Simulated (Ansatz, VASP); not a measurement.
**Cross-check of SiWAu (SiWAu in the AlB2 type) between VASP and Ansatz**

Aim: how closely do two programs agree when they are given the same cell, functional and k mesh? The cell is generated by rule, not measured, and may not be a known phase. The cell is taken from a series of runs on this material, whose earlier steps may have relaxed, scaled, displaced or heated it; both programs get it as it stands.

Calculated with Ansatz 0.2.0; plane waves, with VASP 6.6.1 beside it; relaxation of cell and atoms at PBEsol.

The structure was built from a prototype and need not be the compound's stable phase.

## 1. The structure

Symmetry: P-6m2, No. 187, hexagonal system. The conventional cell has a = 4.358 Å, b = 4.358 Å, c = 2.744 Å, α = 90.00°, β = 90.00°, γ = 120.00°. Nearest to W lie 2 W at 2.74 Å and 6 Si at 2.87 Å and 6 Au at 2.87 Å. Nearest to Si lie 3 Au at 2.52 Å and 2 Si at 2.74 Å and 6 W at 2.87 Å. Nearest to Au lie 3 Si at 2.52 Å and 2 Au at 2.74 Å and 6 W at 2.87 Å. Farther neighbours are not listed.

## 2. Ansatz: relaxation of cell and atoms, PBEsol, pair 1

Ansatz runs on its PAW soft_1 files.

The relaxed volume is the usual yardstick between codes: in a stiff, nearly cubic crystal its relative difference is about their pressure difference at one cell divided by the bulk modulus.

The input, input.yaml:

```yaml
crystal:
  lattice:
    - [4.3576744226, 0.0, 0.0]
    - [-2.1788372113, 3.7738567514, 0.0]
    - [0.0, 0.0, 2.7444424529]
  atoms:
    - { symbol: W, position: [0.0, 0.0, 0.0] }
    - { symbol: Si, position: [0.3333333333, 0.6666666667, 0.5] }
    - { symbol: Au, position: [0.6666666667, 0.3333333333, 0.5] }
kpoints:
  mp_grid: { grid: [9, 9, 9] }
hamiltonian:
  xc: pbesol
  pseudopotentials: { kind: paw, azcp: { folder: soft_1 }, xc_functional: pbe }
scf:
  occupations: { method: methfessel_paxton, width: 0.2 }
output:
  forces: true
  stress: true
  eigenvalues: true
relax:
  adjacent_minimum: "off"
  f_tol: 0.001
  max_steps: 60
  cell: { stress_tol: 0.01 }
```

Started as:

```bash
ansatz run input.yaml --threads 4 --pin off --max-ram 12288MiB --backend cpu --events-out ev --progress --plain --runs-dir out
```

Numbers of over 12 decimals in the logs are rounded to 6 here.

Log:

```text
Engine: ansatz 0.2.0, x86_64-unknown-linux-gnu
Pseudopotentials: kind: paw
Pseudopotential: W, paw, valence charge 14, recommended cutoff 420 eV (normal), soft_1/W.paw.azcp
Pseudopotential: Si, paw, valence charge 4, recommended cutoff 420 eV (normal), soft_1/Si.paw.azcp
Pseudopotential: Au, paw, valence charge 19, recommended cutoff 420 eV (normal), soft_1/Au.paw.azcp
Functional definition: PBEsol
  exchange = pbesol_x
  correlation = pbesol_c
Crystal: 3 atoms, lattice volume = 45.133 Å³
Basis set: ecut = 420 eV, 915 PW (Γ), exchange–correlation on 60×60×40 points (8 copies of the dense FFT grid, shifted against one another)
Bands: 23, of which v1, the nominal top of the filled ones, is band 19 counted from 1 (18 counted from 0)
Symmetry: 12 space group operations
Space group: P-6m2 (ITA 187), of the structure as read, at distance tolerance 3.6e-5 Å
k-points: 60 of 729 (time reversal used)
Non-local potential: W, projectors of the file, l = 0: 3, l = 1: 2, l = 2: 2, l = 3: 1
Non-local potential: Si, projectors of the file, l = 0: 2, l = 1: 2, l = 2: 1
Non-local potential: Au, projectors of the file, l = 0: 3, l = 1: 2, l = 2: 2, l = 3: 1
PAW form: soft (Blöchl's): semilocal exchange-correlation on the pseudo side does not see the compensation charge
PAW frozen core: W, regenerated for the run's functional, and the local potential with it (the file was generated under x = pbe(κ = 0.804, μ = 0.219515), c = pbe(β = 0.066725))
PAW frozen core: Si, regenerated for the run's functional, and the local potential with it (the file was generated under x = pbe(κ = 0.804, μ = 0.219515), c = pbe(β = 0.066725))
PAW frozen core: Au, regenerated for the run's functional, and the local potential with it (the file was generated under x = pbe(κ = 0.804, μ = 0.219515), c = pbe(β = 0.066725))
PAW one-centre angular grid: W, 590 points (default); XC on 64 Gauss nodes
PAW one-centre angular grid: Si, 110 points (default); XC on 64 Gauss nodes
PAW one-centre angular grid: Au, 590 points (default); XC on 64 Gauss nodes
Initial density: superposition of atomic densities (chi_scale 0.1, normalization cell, long waves kept (reshape's long-wave potential 0.00 eV rms))
Initial wavefunctions: pseudopotential atomic-orbital guess
Functional: x = pbesol(κ = 0.804, μ = 0.123457), c = pbesol(β = 0.046)
SCF iter   1: F=—  HF=-23891.031661 eV  |F-HF|=—  |Δ(HF+E_count)|=         —  Δρ=1.80e-1  dr2=2.78e1  ethr=3.10e-3  ⟨swp⟩=5.0  Hψ=5551  notcnv=0
preconditioner: auto → none  [metal: Δε(μ)=0.037 eV  Ē_g=6.878 eV  σ=0.200 eV  W_gap=0.16  n_scr=8 (ndim 8)  ℏωp=25.3 eV  f_vac=0.000  D(μ)=3.14/eV (n_scr^D=32)  sad-step TF]
SCF iter   2: F=—  HF=-23889.183154 eV  |F-HF|=—  |Δ(HF+E_count)|=    1.85e0  S|Δr|=    0.00e0  Δρ=1.23e-1  dr2=1.43e1  ethr=3.10e-3  ⟨swp⟩=2.1  Hψ=2596  notcnv=0  defer=2
SCF iter   3: F=—  HF=-23887.209293 eV  |F-HF|=—  |Δ(HF+E_count)|=    1.97e0  S|Δr|=    0.00e0  Δρ=3.58e-2  dr2=1.14e0  ethr=3.10e-3  ⟨swp⟩=2.8  Hψ=2372  notcnv=0  defer=2
SCF iter   4: F=—  HF=-23886.998150 eV  |F-HF|=—  |Δ(HF+E_count)|=   2.11e-1  S|Δr|=    0.00e0  Δρ=8.90e-3  dr2=7.16e-2  ethr=3.09e-3  ⟨swp⟩=2.0  Hψ=2037  notcnv=0  defer=2
SCF iter   5: F=—  HF=-23886.983681 eV  |F-HF|=—  |Δ(HF+E_count)|=   1.45e-2  S|Δr|=    0.00e0  Δρ=1.34e-3  dr2=1.23e-3  ethr=1.94e-4  ⟨swp⟩=2.0  Hψ=1911  notcnv=0  defer=2
SCF iter   6: F=—  HF=-23886.983296 eV  |F-HF|=—  |Δ(HF+E_count)|=   3.85e-4  S|Δr|=    0.00e0  Δρ=5.11e-4  dr2=2.49e-4  ethr=3.33e-6  ⟨swp⟩=2.4  Hψ=2617  notcnv=0  defer=2
SCF iter   7: F=—  HF=-23886.983244 eV  |F-HF|=—  |Δ(HF+E_count)|=   5.24e-5  S|Δr|=    0.00e0  Δρ=7.32e-5  dr2=3.20e-6  ethr=6.72e-7  ⟨swp⟩=2.0  Hψ=1796  notcnv=0  defer=2
SCF iter   8: F=—  HF=-23886.983248 eV  |F-HF|=—  |Δ(HF+E_count)|=   4.25e-6  S|Δr|=    0.00e0  Δρ=2.00e-5  dr2=3.10e-7  ethr=8.65e-9  ⟨swp⟩=2.5  Hψ=2021  notcnv=0  defer=2
SCF iter   9: F=-23886.983248 eV  HF=-23886.983248 eV  |F-HF|=5.46e-11  |Δ(HF+E_count)|=   6.47e-8  S|Δr|=    0.00e0  Δρ=7.74e-7  dr2=1.24e-10  ethr=2.70e-10  ⟨swp⟩=4.8  Hψ=5128  notcnv=0
SCF 1 converged in 9 iterations: F = -23886.983248 eV  dr2 = 1.24e-10
  greatest PAW one-centre occupation: 1.000 electrons in one spin orbital (limit 2), on the Au atom at site 2 (counted from 0), in its partial waves of l = 0
relax step   1: F+E_penalty+E_count = -23886.98324800 eV  Δ(F+E_penalty+E_count) = +0.000e0 eV  max|allowed force component| = 9.637e-17 eV/Å  Δτ_max = 0.0000 Å  P = -0.052 GPa  Ω = 45.133 Å³  (9 SCF iters, dr2 threshold 1.00e-7 eV, accepted)
[...]
relax step   2: F+E_penalty+E_count = -23886.98326836 eV  Δ(F+E_penalty+E_count) = -2.036e-5 eV  max|allowed force component| = 3.624e-17 eV/Å  Δτ_max = 0.0000 Å  P = +0.135 GPa  Ω = 45.101 Å³  energy of the carried Pulay correction = +9.269e-6 eV  (3 SCF iters, dr2 threshold 9.87e-8 eV, accepted)
[...]
relax step   3: F+E_penalty+E_count = -23886.98326750 eV  Δ(F+E_penalty+E_count) = +8.526e-7 eV  max|allowed force component| = 6.785e-17 eV/Å  Δτ_max = 0.0000 Å  P = -0.040 GPa  Ω = 45.136 Å³  energy of the carried Pulay correction = -1.101e-6 eV  (3 SCF iters, dr2 threshold 6.52e-8 eV, accepted)
[...]
relax step   4: F+E_penalty+E_count = -23886.98327208 eV  Δ(F+E_penalty+E_count) = -4.574e-6 eV  max|allowed force component| = 3.084e-17 eV/Å  Δτ_max = 0.0000 Å  P = -0.001 GPa  Ω = 45.127 Å³  energy of the carried Pulay correction = +1.538e-6 eV  (3 SCF iters, dr2 threshold 6.88e-9 eV, accepted)
[...]
relax step   5: F+E_penalty+E_count = -23886.98326576 eV  Δ(F+E_penalty+E_count) = +6.314e-6 eV  max|allowed force component| = 2.776e-17 eV/Å  Δτ_max = 0.0000 Å  P = -0.000 GPa  Ω = 45.127 Å³  stress off target by 2.24e-3 GPa  SCF on the basis re-selected at this cell (its energy is not comparable with the rows above)  (5 SCF iters)
basis re-selected at this cell: Δ(F+E_penalty+E_count) = +6.314e-6 eV, ΔP = +0.000 GPa vs the last step (what re-selecting the basis moved, of the pressure what is left beyond the Pulay correction that the steps carried, after the strain that the cell walked since its last selection, with what the two solves' SCF thresholds leave and, on support functions, any second-order correction that the steps lacked; it is no m [...]
SCF converged after 5 iterations
Stability not checked: this state was not tested for a lower state beside it, because cold or Methfessel-Paxton smearing, or corrected tetrahedra, fill the levels in a way that the test cannot read (fill_not_monotonic; see scf.lower_state_search)
Free energy (F): -23886.983266 eV
Harris-Foulkes:  -23886.983266 eV  (|F-HF|=3.64e-12)
Internal energy: -23886.980704 eV  (E = F + TS)
E sigma→0 (E₀):  -23886.982625 eV
Entropy (-TS):   -0.002561 eV (-0.854 meV/atom)
Fermi energy:    19.645481 eV
--- Per-component energies (eV) ---
  E_band       = -325.877580
  E_kinetic    = 1043.959463
  E_local      = -2908.657420  (includes V_loc(G=0)·N_el)
  E_nonlocal   = 98.195442
  E_hartree    = 1272.457801
  E_xc         = -538.196160
  E_vxc        = -543.194860  (∫ρ·V_xc dr)
  E_paw        = -18537.466237  (= ΣΔE_a)
  E_vpaw       = -561.097593  (= ΣTr[D̂ρ^β])
  E_aug_tail   = 0.001803  (compensation charges beyond the density's cutoff)
  E_ewald      = -4317.838341
  E_core_change = 0.562945  (= ΣΔE_core)
  E_smearing   = -0.002561  (= −TS)
  E_closure    = -0.000000  (closes the sum)
  Σ components = -23886.983266   (vs F -23886.983266, Δ=0.00e0)
--- Forces (eV/Å), atoms counted from 1 ---
  atom   1  W     -0.00000000     0.00000000     0.00000000
  atom   2  Si     0.00000000     0.00000000     0.00000000
  atom   3  Au    -0.00000000     0.00000000     0.00000000
  max |Σ_I F_I| component: 8.33e-17 eV/Å
--- Stress (GPa, compression-positive) ---
       -0.001533       0.000000       0.000000
       -0.000000      -0.001533      -0.000000
        0.000000       0.000000       0.002241
  P = ⅓ Tr σ = -0.0003 GPa (-0.003 kbar)
--- Band table (eV; the first three rows and the last of 60) ---
  k-point 0: bands = [... 15 lower, 16.0215, 16.0215, 19.0488, 21.6513, 21.6513, 22.1713, 22.1713, 25.1220]
  k-point 1: bands = [... 15 lower, 16.5498, 16.5498, 19.2330, 20.4800, 20.4800, 23.2954, 23.4637, 23.4637]
  k-point 2: bands = [... 15 lower, 17.3556, 17.3556, 19.4062, 19.4062, 19.7994, 21.0169, 24.3526, 24.3526]
  k-point 59: bands = [... 15 lower, 16.9515, 17.2460, 18.0884, 20.6514, 20.6824, 21.2081, 21.9602, 22.9150]
--- Relaxed structure (4 steps of the walk, 4 accepted, 1 SCFs on fresh bases) ---
  F+E_penalty+E_count = -23886.98326576 eV   max|allowed force component| = 2.776e-17 eV/Å   (the final SCF, on the basis selected at the relaxed cell)
  cell:  # Å, volume = 45.1270 Å³
    - [4.359019, 0, 0]
    - [-2.179509, 3.775021, 0]
    - [0, 0, 2.742385]
  atoms:
    - { symbol: W, position: [0, 0, 0] }
    - { symbol: Si, position: [0.333333, 0.666667, 0.5] }
    - { symbol: Au, position: [0.666667, 0.333333, 0.5] }
```

The column dr2 measures how far the density is from self-consistency, as an energy; F and HF (Harris–Foulkes) agree once it is small.

## 3. VASP: relaxation of cell and atoms, PBEsol, pair 1

The same cell, functional, mesh and smearing now go to VASP, with its own data sets.

Lines of VASP's logs that name or quote its potential files are left out, and so is its time.

The input, INCAR:

```
SYSTEM = SiWAu
PREC = Accurate
ENCUT = 600
EDIFF = 1E-07
NELM = 120
ISMEAR = 1
SIGMA = 0.2
LREAL = .FALSE.
ALGO = Normal
GGA = PS
NBANDS = 16
LASPH = .TRUE.
LORBIT = 11
LWAVE = .FALSE.
LCHARG = .FALSE.
ISIF = 3
IBRION = 2
NSW = 80
EDIFFG = -0.005
GGA_COMPAT = .FALSE.
NELMIN = 4
KPAR = 2
```

The input, POSCAR:

```
SiWAu
1.0
    4.3576740000      0.0000000000      0.0000000000
   -2.1788370000      3.7738570000      0.0000000000
    0.0000000000      0.0000000000      2.7444420000
W Si Au
1 1 1
Direct
    0.0000000000      0.0000000000      0.0000000000
    0.3333333775      0.6666667550      0.5000000000
    0.6666666225      0.3333332450      0.5000000000
```

The input, KPOINTS:

```
Automatic mesh
0
Gamma
9 9 9
0 0 0
```

The projector-augmented-wave data sets are W, Si and Au (PBE family, release 64).

Started as:

```bash
mpirun -np 2 vasp_std
```

Log:

```text
[banner, memory and clock lines left out]
running    2 mpi-ranks, on    1 nodes
 distrk:  each k-point on    1 cores,    2 groups
 distr:  one band on    1 cores,    1 groups

 POSCAR found type information on POSCAR W SiAu
 POSCAR found :  3 types and       3 ions
|                                                                             |
|               ----> ADVICE to this user running VASP <----                  |
|                                                                             |
|     You enforced a specific xc type in the INCAR file but a different       |
|     [... a line on the potential file left out ...]
|     I HOPE YOU KNOW WHAT YOU ARE DOING!                                     |
|                                                                             |

 LDA part: xc-table for (Slater+PW92), standard interpolation
 POSCAR, INCAR and KPOINTS ok, starting setup
 FFT: planning ... GRIDC
 FFT: planning ... GRID_SOFT
 FFT: planning ... GRID
 WAVECAR not read
 entering main loop
       N       E                     dE             d eps       ncg     rms          rms(c)
DAV:   1     0.972570697558E+02    0.97257E+02   -0.10595E+04  1920   0.131E+03
DAV:   2    -0.211488237730E+02   -0.11841E+03   -0.11443E+03  2376   0.280E+02
DAV:   3    -0.245734825225E+02   -0.34247E+01   -0.33308E+01  2528   0.435E+01
DAV:   4    -0.246024758050E+02   -0.28993E-01   -0.28976E-01  2256   0.461E+00
DAV:   5    -0.246028074469E+02   -0.33164E-03   -0.33159E-03  2592   0.478E-01    0.232E+01
DAV:   6    -0.228636263341E+02    0.17392E+01   -0.83731E+00  2200   0.282E+01    0.143E+01
DAV:   7    -0.226950436815E+02    0.16858E+00   -0.10120E+00  2432   0.101E+01    0.508E+00
DAV:   8    -0.226293988352E+02    0.65645E-01   -0.22329E-01  2256   0.398E+00    0.262E+00
DAV:   9    -0.226211054954E+02    0.82933E-02   -0.24146E-02  2408   0.119E+00    0.426E-01
DAV:  10    -0.226207058833E+02    0.39961E-03   -0.13545E-03  2136   0.253E-01    0.219E-01
DAV:  11    -0.226206566276E+02    0.49256E-04   -0.24942E-04  2344   0.120E-01    0.331E-02
DAV:  12    -0.226206507583E+02    0.58693E-05   -0.26271E-05  2416   0.371E-02    0.159E-02
DAV:  13    -0.226206505660E+02    0.19234E-06   -0.29370E-06  2368   0.175E-02    0.282E-03
DAV:  14    -0.226206506098E+02   -0.43789E-07   -0.16054E-07  1480   0.284E-03
   1 F= -.22620651E+02 E0= -.22619809E+02  d E =-.226207E+02
[...]
2 F= -.22618330E+02 E0= -.22617556E+02  d E =0.232109E-02
[...]
3 F= -.22621315E+02 E0= -.22620496E+02  d E =-.664681E-03
[...]
4 F= -.22621315E+02 E0= -.22620495E+02  d E =-.664379E-03
 curvature:  -0.16 expect dE=-0.246E-05 dE for cont linesearch -0.134E-06
 ZBRENT: accuracy reached
 trial: gam=-0.01060 g(F)=  0.203E-41 g(S)=  0.154E-04 ort = 0.586E-04 (trialstep = 0.863E+00)
 search vector abs. value=  0.146E-04
 bond charge predicted
       N       E                     dE             d eps       ncg     rms          rms(c)
DAV:   1    -0.226213422971E+02   -0.27246E-04   -0.11057E-03  2048   0.240E-01    0.238E-02
DAV:   2    -0.226213274105E+02    0.14887E-04   -0.26909E-05  2432   0.483E-02    0.121E-02
DAV:   3    -0.226213231362E+02    0.42743E-05   -0.61190E-06  2312   0.196E-02    0.442E-03
DAV:   4    -0.226213225465E+02    0.58966E-06   -0.16283E-06  2248   0.904E-03    0.229E-03
DAV:   5    -0.226213225211E+02    0.25401E-07   -0.10161E-07  1016   0.286E-03
   5 F= -.22621323E+02 E0= -.22620500E+02  d E =-.753283E-05
 trial-energy change:   -0.000008  1 .order   -0.000008   -0.000013   -0.000003
 step:   1.0980(harm=  1.0980)  dis= 0.00000  next Energy=   -22.621323 (dE=-0.811E-05)
 reached required accuracy - stopping structural energy minimisation
```

Parts of OUTCAR (step 3):

```text
ion  position               nearest neighbor table
   1  0.000  0.000  0.000-   2 2.87   3 2.87   2 2.87   3 2.87   3 2.87   3 2.87   2 2.87   2 2.87
                             3 2.87   3 2.87   2 2.87   2 2.87
   2  0.333  0.667  0.500-   3 2.52   3 2.52   3 2.52   1 2.87   1 2.87   1 2.87   1 2.87   1 2.87
                             1 2.87
   3  0.667  0.333  0.500-   2 2.52   2 2.52   2 2.52   1 2.87   1 2.87   1 2.87   1 2.87   1 2.87
                             1 2.87

  LATTYP: Found a hexagonal cell.
 ALAT       =     4.3576740000
 C/A-ratio  =     0.6297951614

 Subroutine GETGRP returns: Found 12 space group operations
 (whereof 12 operations were pure point group operations)

The static configuration has the point symmetry D_3h.

 Found     60 irreducible k-points:

   k-points           NKPTS =     60   k-points in BZ     NKDIM =     60   number of bands    NBANDS=     16

   dimension x,y,z NGX =    36 NGY =   36 NGZ =   24
   dimension x,y,z NGXF=    72 NGYF=   72 NGZF=   48

   ENCUT  =  600.0 eV  44.10 Ry    6.64 a.u.   8.70  8.70  5.48*2*pi/ulx,y,z

   NELECT =      21.0000    total number of electrons

 k-points in reciprocal lattice and weights: Automatic mesh
   0.00000000  0.00000000  0.00000000       0.001
   0.11111111 -0.00000000  0.00000000       0.008
   0.22222222 -0.00000000  0.00000000       0.008
   0.33333333 -0.00000000  0.00000000       0.008
   0.44444444 -0.00000000  0.00000000       0.008
   0.11111111  0.11111111  0.00000000       0.008
   0.22222222  0.11111111  0.00000000       0.016
   0.33333333  0.11111111  0.00000000       0.016
   0.44444444  0.11111111  0.00000000       0.008
[...]
0.33333333  0.22222222  0.44444444       0.033
   0.33333333  0.33333333  0.44444444       0.005

 average (electrostatic) potential at core
       1 -35.3684       2 -79.7684       3 -64.6809

 E-fermi :  10.2005

 k-point     1 :       0.0000    0.0000    0.0000
  band No.  band energies     occupation
    ...
      6       5.6217      2.00000
      7       6.1350      2.00000
      8       6.5709      2.00000
      9       6.5709      2.00000
     10       9.6317      2.00044
     11      12.1991     -0.00000
     12      12.1991     -0.00000
     13      12.7509     -0.00000
     14      12.7509     -0.00000
     15      15.6958      0.00000
    ...

 k-point     2 :       0.1111   -0.0000    0.0000
  band No.  band energies     occupation
    ...
      6       5.6192      2.00000
      7       6.0376      2.00000
      8       6.4832      2.00000
      9       6.5868      2.00000
     10      10.1138      1.66282
     11      11.8693     -0.00000
     12      12.0890     -0.00000
     13      12.1642     -0.00000
     14      12.2223     -0.00000
     15      15.9973      0.00000
    ...

 k-point     3 :       0.2222   -0.0000    0.0000
  band No.  band energies     occupation
    ...
      5       5.3518      2.00000
      6       5.5831      2.00000
      7       5.6116      2.00000
      8       6.6391      2.00000
      9       6.6423      2.00000
     10      10.5506     -0.03281
     11      11.0792     -0.00000
     12      11.3486     -0.00000
     13      11.8725     -0.00000
     14      12.2810     -0.00000
    ...

  Total       -0.0004436     -0.0004436     -0.0092137      0.0000000      0.0000000      0.0000000
  in kB       -0.0158163     -0.0158163     -0.3284821      0.0000000      0.0000000      0.0000000
  external PRESSURE =      -0.1200382 kB  Pullay stress =       0.0000000 kB

  energy-cutoff  :      600.00
  volume of cell :       44.94
      direct lattice vectors                 reciprocal lattice vectors
     4.352942456 -0.000000000 -0.000000000     0.229729662  0.132634461  0.000000000
    -2.176471228  3.769759361 -0.000000000     0.000000000  0.265268922 -0.000000000
    -0.000000000  0.000000000  2.738647252     0.000000000  0.000000000  0.365143777

 POSITION                                       TOTAL-FORCE (eV/Angst)
 -----------------------------------------------------------------------------------
     -0.00000      0.00000      2.73865         0.000000     -0.000000      0.000000
     -0.00000      2.51317      1.36932         0.000000     -0.000000     -0.000000
      2.17647      1.25659      1.36932        -0.000000      0.000000      0.000000
 -----------------------------------------------------------------------------------
    total drift:                                0.000000      0.000156     -0.000000

  FREE ENERGIE OF THE ION-ELECTRON SYSTEM (eV)
  ---------------------------------------------------
  free  energy   TOTEN  =       -22.6213225211 eV

  energy  without entropy=      -22.6188554403  energy(sigma->0) =      -22.62050016

 reached required accuracy - stopping structural energy minimisation

 total charge
# of ion       s       p       d       tot
------------------------------------------
    1        0.533   0.522   4.202   5.257
    2        0.716   0.823   0.000   1.538
    3        0.660   0.651   8.671   9.982
--------------------------------------------------
tot          1.909   1.997  12.872  16.778

[... 3 further parts left out ...]
```

CONTCAR:

```
SiWAu
   1.00000000000000
     4.3529424562673107   -0.0000000000000000   -0.0000000000000000
    -2.1764712281336553    3.7697593609256166   -0.0000000000000000
    -0.0000000000000000    0.0000000000000000    2.7386472515941955
  W               Si              Au
     1     1     1
Direct
     0.0000000000000000    0.0000000000000000    1.0000000000000000
     0.3333333774999971    0.6666667550000014    0.5000000000000000
     0.6666666225000029    0.3333332449999986    0.5000000000000000
```

The data set W keeps the semicore shell frozen, which is cheaper and a little less accurate.

(Continued in part 2 of 2.)

[Lines on the potential files, build, host, timing and source positions are cut from VASP's logs without a mark.]

[Logs are printed without paths, hosts, clocks, repeated set-up lines and the standing remarks that a program may print on its own settings, such as how far it seeks lower states.]

[Hosts, paths, dates, database ids (printed as entryN), source tags and the programs' standing remarks are cut or masked in the printed files.]
